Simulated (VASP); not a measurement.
Here is the system:

```
CELL_PARAMETERS angstrom
      2.83619     0.00000     0.00000
      0.00000     2.83619     0.00000
      0.00000     0.00000     2.83619
ATOMIC_POSITIONS crystal
  Ti 0.00000 0.00000 0.00000
  C  0.50000 0.50000 0.50000
```

Level of theory: r2SCAN meta-GGA, VASP's PBE PAW potentials (set 64) (plane waves; VASP). Numerical set-up: 520 eV cut-off, 8×8×8 Γ-centred mesh, Gaussian smearing of 0.050 eV, potentials Ti_sv C.

Energy and stress use the plane-wave basis of the starting cell.

### Question
The ions, cell shape and volume are relaxed. Predict the relaxed structure.

### Answer

```
CELL_PARAMETERS angstrom
      2.70650     0.00000     0.00000
      0.00000     2.70650     0.00000
      0.00000     0.00000     2.70650
ATOMIC_POSITIONS crystal
  Ti 0.00000 0.00000 0.00000
  C  0.50000 0.50000 0.50000
```
Space group Pm-3m (221), at a tolerance of 0.03 Å.

### Question
How do energy and volume change from the first to the last step?

### Answer
The energy (σ→0) changes by -128.1 meV/atom and the volume by -13.1 %, in 4 ionic steps.

The structure was generated: TiC was put into the CsCl type (Pm-3m), which need not be its known phase. This run relaxes it. Symmetry was kept, so distortions that lower it aren't found.
